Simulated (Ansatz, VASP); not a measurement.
# AlAg in two plane-wave programs, part 2 of 2

Aim: how closely do two programs agree when they are given the same cell, functional and k mesh? The cell is taken from a series of runs on this material, whose earlier steps may have relaxed, scaled, displaced or heated it; both programs get it as it stands.

VASP 6.6.1 and Ansatz 0.2.0.

So far: The starting structure; VASP: zone-centre phonons, PBEsol.

### 3. Ansatz: zone-centre phonons, PBEsol

Level of this step: Ansatz beside VASP: Kohn-Sham DFT, plane waves, PBEsol (Ansatz).

Ansatz runs on norm-conserving files, of PseudoDojo where its log says so.

The same cell, functional, mesh and smearing now go to Ansatz, which takes its cutoff from its data sets.

input.yaml

```yaml
crystal:
  lattice:
    - [2.9230120486, 0.0, 0.0]
    - [-1.4615060243, 2.5314026896, 0.0]
    - [0.0, 0.0, 4.3751215132]
  atoms:
    - { symbol: Al, position: [0.0, 0.0, 0.5] }
    - { symbol: Ag, position: [0.6666666667, 0.3333333333, 0.0] }
kpoints:
  mp_grid: { grid: [16, 16, 12] }
hamiltonian:
  xc: pbesol
  pseudopotentials: { kind: nc }
scf:
  occupations: { method: methfessel_paxton, width: 0.15 }
output:
  eigenvalues: true
phonons:
  method: dfpt
  qmesh: [2, 2, 2]
  temperatures: { t_max: 1000, t_step: 50 }
  qpath:
    path:
      - [[0.0, 0.0, 0.0], [0.5, 0.0, 0.0], [0.33333333, 0.33333333, 0.0], [0.0, 0.0, 0.0], [0.0, 0.0, 0.5], [0.5, 0.0, 0.5], [0.33333333, 0.33333333, 0.5], [0.0, 0.0, 0.5]]
      - [[0.5, 0.0, 0.5], [0.5, 0.0, 0.0]]
      - [[0.33333333, 0.33333333, 0.5], [0.33333333, 0.33333333, 0.0]]
    npoints: 10
```

On the command line:

```
$ ansatz run input.yaml --threads 4 --pin off --max-ram 7168MiB --backend cpu --events-out ev --progress --plain --runs-dir out
```

Numbers of over 12 decimals in the logs are rounded to 6 here.

Output:

```text
Warning: phonons: the dynamical matrix that this run interpolates holds no multipole term above the dipole-dipole one, and a site of this crystal is no centre of inversion, so its interpolated transverse optical and acoustic branches and sound speeds can stay off near Gamma, and the density of states and the thermodynamics with them. What a run solves at a wave vector of phonons.qpoints, Gamma apart, where the deck admits one, is free of this, and under fd what a larger phonons.supercell samples
Engine: ansatz 0.2.0, aarch64-unknown-linux-gnu
Pseudopotentials: kind: nc
Pseudopotential: Al, nc, valence charge 3, recommended cutoff 544.227725 eV (normal), Al.nc.azcp (PseudoDojo's, or run here from an input of PseudoDojo's: the run reads no file of this project's for it)
Pseudopotential: Ag, nc, valence charge 19, recommended cutoff 1115.666836 eV (normal), Ag.nc.azcp (PseudoDojo's, or run here from an input of PseudoDojo's: the run reads no file of this project's for it)
Functional definition: PBEsol
  exchange = pbesol_x
  correlation = pbesol_c
Crystal: 2 atoms, lattice volume = 32.373 Å³
Basis set: ecut = 1115.666836 eV, 2729 PW (Γ), exchange–correlation on 64×64×96 points (8 copies of the dense FFT grid, shifted against one another)
Bands: 15, of which v1, the nominal top of the filled ones, is band 11 counted from 1 (10 counted from 0)
Symmetry: 12 space group operations
k-points: 210 of 3072 (time reversal used)
Non-local potential: Al, projectors of the file, l = 0: 2, l = 1: 2, l = 2: 2
Non-local potential: Ag, projectors of the file, l = 0: 2, l = 1: 2, l = 2: 2
Initial density: superposition of atomic densities (chi_scale 0.1, normalization cell, long waves kept (reshape's long-wave potential 0.00 eV rms))
Initial wavefunctions: pseudopotential atomic-orbital guess
Functional: x = pbesol(κ = 0.804, μ = 0.123457), c = pbesol(β = 0.046)
SCF iter   1: F=—  HF=-4279.427861 eV  |F-HF|=—  |Δ(HF+E_count)|=         —  Δρ=1.07e-1  dr2=5.11e0  ethr=3.10e-3  ⟨swp⟩=5.6  Hψ=17009  notcnv=0
preconditioner: auto → none  [metal: Δε(μ)=0.035 eV  Ē_g=9.208 eV  σ=0.150 eV  W_gap=0.20  n_scr=8 (ndim 8)  ℏωp=24.4 eV  f_vac=0.000  D(μ)=0.64/eV (n_scr^D=2)  sad-step TF]
SCF iter   2: F=—  HF=-4278.377131 eV  |F-HF|=—  |Δ(HF+E_count)|=    1.05e0  S|Δr|=    0.00e0  Δρ=3.10e-2  dr2=2.91e-1  ethr=3.10e-3  ⟨swp⟩=3.1  Hψ=8993  notcnv=0
SCF iter   3: F=—  HF=-4278.290119 eV  |F-HF|=—  |Δ(HF+E_count)|=   8.70e-2  S|Δr|=    0.00e0  Δρ=1.07e-2  dr2=1.84e-2  ethr=1.32e-3  ⟨swp⟩=2.1  Hψ=5401  notcnv=0  defer=2
SCF iter   4: F=—  HF=-4278.286244 eV  |F-HF|=—  |Δ(HF+E_count)|=   3.88e-3  S|Δr|=    0.00e0  Δρ=3.19e-3  dr2=3.50e-3  ethr=8.37e-5  ⟨swp⟩=2.0  Hψ=4473  notcnv=0  defer=2
SCF iter   5: F=—  HF=-4278.285420 eV  |F-HF|=—  |Δ(HF+E_count)|=   8.24e-4  S|Δr|=    0.00e0  Δρ=4.68e-4  dr2=1.70e-5  ethr=1.59e-5  ⟨swp⟩=2.3  Hψ=4638  notcnv=0  defer=2
SCF iter   6: F=—  HF=-4278.285418 eV  |F-HF|=—  |Δ(HF+E_count)|=   2.16e-6  S|Δr|=    0.00e0  Δρ=8.68e-5  dr2=3.51e-6  ethr=7.73e-8  ⟨swp⟩=2.0  Hψ=5470  notcnv=0  defer=2
SCF iter   7: F=—  HF=-4278.285417 eV  |F-HF|=—  |Δ(HF+E_count)|=   7.90e-7  S|Δr|=    0.00e0  Δρ=1.64e-5  dr2=1.38e-7  ethr=1.60e-8  ⟨swp⟩=2.4  Hψ=4542  notcnv=0  defer=2
SCF iter   8: F=—  HF=-4278.285417 eV  |F-HF|=—  |Δ(HF+E_count)|=   9.04e-8  S|Δr|=    0.00e0  Δρ=2.54e-6  dr2=2.12e-9  ethr=6.28e-10  ⟨swp⟩=2.3  Hψ=4732  notcnv=0  defer=2
SCF iter   9: F=-4278.285417 eV  HF=-4278.285417 eV  |F-HF|=0.00e0  |Δ(HF+E_count)|=  5.86e-10  S|Δr|=    0.00e0  Δρ=1.09e-7  dr2=1.31e-12  ethr=1.00e-12  ⟨swp⟩=6.8  Hψ=21908  notcnv=0
SCF 1 converged in 9 iterations: F = -4278.285417 eV  dr2 = 1.31e-12
Initial density: read from a saved state, or passed on in memory by an earlier SCF of this step, an earlier step, the calling program or the single point that the run made first
iter 1 solved again at ethr=8.84e-8 eV; its pass at ethr=3.10e-3 eV (dr2=1.95e-5 eV) is discarded
SCF iter   1: F=—  HF=-4278.285417 eV  |F-HF|=—  |Δ(HF+E_count)|=         —  Δρ=1.59e-6  dr2=3.70e-10  ethr=8.84e-8  ⟨swp⟩=4.0  Hψ=29715  notcnv=0
eigensolver tolerance schedule: the retry pair's looser diagonalisation over-reported the residual by 52505.75 of it (diagonalisation noise at an unbounded share of the residual, at the tolerance the schedule requests for it); recorded, not acted on — ethr = c·dr2/N_el stays at c = 1.0e-1
preconditioner: auto → none  [metal: Δε(μ)=0.034 eV  Ē_g=10.408 eV  σ=0.150 eV  W_gap=0.18  n_scr=8 (ndim 8)  ℏωp=24.4 eV  f_vac=0.001  D(μ)=0.54/eV (n_scr^D=2)]
SCF iter   2: F=—  HF=-4278.285417 eV  |F-HF|=—  |Δ(HF+E_count)|=   1.12e-8  S|Δr|=    0.00e0  Δρ=1.93e-6  dr2=9.41e-10  ethr=1.68e-12  ⟨swp⟩=4.3  Hψ=9358  notcnv=0
SCF iter   3: F=—  HF=-4278.285417 eV  |F-HF|=—  |Δ(HF+E_count)|=  2.23e-10  S|Δr|=    0.00e0  Δρ=8.26e-7  dr2=1.12e-10  ethr=1.68e-12  ⟨swp⟩=2.1  Hψ=4733  notcnv=0
SCF iter   4: F=—  HF=-4278.285417 eV  |F-HF|=—  |Δ(HF+E_count)|=  2.09e-11  S|Δr|=    0.00e0  Δρ=5.61e-7  dr2=4.88e-11  ethr=1.00e-12  ⟨swp⟩=1.0  Hψ=3150  notcnv=0
SCF iter   5: F=—  HF=-4278.285417 eV  |F-HF|=—  |Δ(HF+E_count)|=  1.09e-11  S|Δr|=    0.00e0  Δρ=3.14e-7  dr2=1.43e-11  ethr=1.00e-12  ⟨swp⟩=1.0  Hψ=3150  notcnv=0
SCF iter   6: F=-4278.285417 eV  HF=-4278.285417 eV  |F-HF|=1.82e-12  |Δ(HF+E_count)|=  5.46e-12  S|Δr|=    0.00e0  Δρ=1.64e-7  dr2=3.77e-12  ethr=1.00e-12  ⟨swp⟩=3.3  Hψ=8418  notcnv=0
SCF 2 converged in 6 iterations: F = -4278.285417 eV  dr2 = 3.77e-12
phonons: the bands overlap, so this run is a metal and interpolates without the dipole-dipole term. If the crystal is really an insulator or semiconductor, its LO-TO splitting is missing
NSCF: frozen V_eff on 210 k-points
NSCF: frozen V_eff on 511 k-points
DFPT response loops at q = (0, 0, 0) (fractional): preconditioner auto → Kerker (q_TF=auto, 2.558 Å⁻¹) (partly filled bands, converged f_vac=0.001); β = 1.00, the filter's whole step (`scf.mixing.beta` (0.50) is not read by the response loops under this deck's `scf.mixing.preconditioner`; to damp them name `kerker` or `kerker_dos`, under which they read `scf.mixing.beta`, and type it under 1.00, their step now; both keys bind the ground state too); Broyden in place of MSR1
NSCF: frozen V_eff on 1022 k-points
DFPT response loops at q = (0, 0, -0.5) (fractional): mixed as the last ones told, above
NSCF: frozen V_eff on 1022 k-points
DFPT response loops at q = (0, -0.5, 0) (fractional): mixed as the last ones told, above
NSCF: frozen V_eff on 1022 k-points
DFPT response loops at q = (0, -0.5, -0.5) (fractional): mixed as the last ones told, above
SCF converged after 9 iterations
Stability not checked: this state was not tested for a lower state beside it, because cold or Methfessel-Paxton smearing, or corrected tetrahedra, fill the levels in a way that the test cannot read (fill_not_monotonic; see scf.lower_state_search)
Free energy (F): -4278.285417 eV
Harris-Foulkes:  -4278.285417 eV  (|F-HF|=0.00e0)
Internal energy: -4278.284720 eV  (E = F + TS)
E sigma→0 (E₀):  -4278.285243 eV
Entropy (-TS):   -0.000697 eV (-0.348 meV/atom)
Fermi energy:    13.908745 eV
--- Per-component energies (eV) ---
  E_band       = -295.852357
  E_kinetic    = 1459.902362
  E_local      = -4018.576517  (includes V_loc(G=0)·N_el)
  E_nonlocal   = -43.640537
  E_hartree    = 1431.262392
  E_xc         = -655.610067
  E_vxc        = -556.062422  (∫ρ·V_xc dr)
  E_ewald      = -2451.622353
  E_smearing   = -0.000697  (= −TS)
  E_closure    = 0.000000  (closes the sum)
  Σ components = -4278.285417   (vs F -4278.285417, Δ=0.00e0)
--- Band table (eV; the first three rows and the last of 210) ---
  k-point 0: bands = [... 7 lower, 8.1497, 8.9389, 8.9389, 11.0605, 14.2340, 24.7204, 24.7204, 25.6718]
  k-point 1: bands = [... 7 lower, 8.1501, 8.9363, 8.9363, 10.6373, 14.7515, 24.7852, 24.7852, 25.6461]
  k-point 2: bands = [... 7 lower, 8.1511, 8.9292, 8.9292, 9.7970, 15.8795, 24.9655, 24.9655, 25.5875]
  k-point 209: bands = [... 7 lower, 8.2775, 8.5391, 11.7139, 13.9019, 14.7029, 14.9552, 16.2860, 16.7273]
--- Phonons (Γ-DFPT): 4 representative perturbations + reference (Σ response iterations 10) ---
  ASR residual: 2.649e-4 → 0.000e0 eV/Å²; symmetrization residual: 9.875e-6 eV/Å²
  ASR residual per site (eV/Å²): 1.55e-5 2.65e-4
  Γ frequencies (cm⁻¹): 0.00 0.00 0.00 133.91 133.91 262.58
--- Phonons (arbitrary-q DFPT): 4 irreducible q on the 2×2×2 mesh ---
  q = [0.0000, 0.0000, 0.0000] (star 1, of the zone-centre solve; hermiticity 3.61e-6, symmetrization 6.37e-15): 0.00 0.00 0.00 133.91 133.91 262.58
  q = [0.0000, 0.0000, -0.5000] (star 1, 4 solved perturbations in 1442 linear systems a pass and spin channel, the states on 511 of 3072 k-point pairs; hermiticity 8.95e-10, symmetrization 2.75e-9, the responses' own estimated error 1.9e-4 eV/Å²): 61.26 61.26 115.09 126.43 126.43 286.82
  q = [0.0000, -0.5000, 0.0000] (star 3, 6 solved perturbations on 511 of 3072 k-point pairs; hermiticity 1.76e-5, symmetrization 3.47e-7, the responses' own estimated error 2.0e-4 eV/Å²): 84.57 88.01 153.37 176.63 239.56 277.03
  q = [0.0000, -0.5000, -0.5000] (star 3, 6 solved perturbations on 511 of 3072 k-point pairs; hermiticity 2.89e-6, symmetrization 5.54e-8, the responses' own estimated error 1.8e-4 eV/Å²): 79.18 86.04 141.89 171.64 253.84 280.93
  sum rule: each row above includes the acoustic sum rule's correction from the zone centre's row sums; it moved no ω² by more than (0.82 cm⁻¹)²
  mesh force constants: q→R imaginary residual 7.41e-18; ASR residual 2.649e-4 → 0.000e0 eV/Å²; symmetrization residual 7.105e-15 eV/Å²
  interpolated dispersion: 93 rows × 6 modes
  density of states and harmonic sums: on the 24×24×14 q-mesh, interpolated from the force constants of a 2×2×2 supercell (no non-analytic term)
  largest difference from the sums on the solved wave vectors: F 7.35e-2 eV, S 1.06e-4 and C_V 3.23e-5 eV/K
  zero-point energy: 0.059128 eV/cell   skipped modes (ω ≤ 0): 3   left out of the sums: 6.20e-5 of the cell's modes: C_V's classical limit lies that fraction below 3 k_B per atom; for a crystal, a wire or a layer, F and S can be off by more, and a phonons.interpolated_qmesh denser along its periods is the remedy for the sampling
```

Reading the cycles: dr2 is the Hartree energy of the density residual (eV), the measure of convergence; HF is the Harris–Foulkes estimate of the energy, which meets the free energy F at convergence.

### 4. Comparison

Known differences besides the potentials themselves: VASP's run holds the zone centre alone; the data sets hold 22 valence electrons in Ansatz (on norm-conserving files, of PseudoDojo where its log says so) and 14 in VASP; the cutoff is 1115.67 eV in Ansatz and 500 eV in VASP. Total energies have different zeros and are not compared.

Both answers:

| quantity | Ansatz | VASP | difference |
| --- | --- | --- | --- |
| optical mode 1 to 2 (cm⁻¹) | 133.9 | 133.2 | +0.53 % |
| optical mode 3 (cm⁻¹) | 262.6 | 261.4 | +0.46 % |

Modes are paired by rising frequency, not by their patterns, so a pair may set unlike modes beside each other; they are those without the splitting of longitudinal modes.

### 5. Results

- r.m.s. difference of the optical zone-centre modes, each program's sorted by frequency (zone-centre phonons, PBEsol): 0.90 cm⁻¹
- difference in optical mode 1 to 2 (zone-centre phonons, PBEsol): +0.5 %

The r.m.s. difference of the optical zone-centre modes, each program's sorted by frequency is 0.90 cm⁻¹ (zone-centre phonons, PBEsol). The data sets hold unlike numbers of valence electrons (22 in Ansatz and 14 in VASP), so part of the differences comes from the potentials. Among the rows given in per cent, the largest difference of the zone-centre phonons, PBEsol pair is in optical mode 1 to 2, +0.5 %. How closely two codes agree says nothing of how well the functional describes the real material.

[Lines on the potential files, build, host, timing and source positions are cut from VASP's logs without a mark.]

[Logs are printed without paths, hosts, clocks, repeated set-up lines and the standing remarks that a program may print on its own settings, such as how far it seeks lower states.]

[Hosts, paths, dates, database ids (printed as entryN), source tags and the programs' standing remarks are cut or masked in the printed files.]
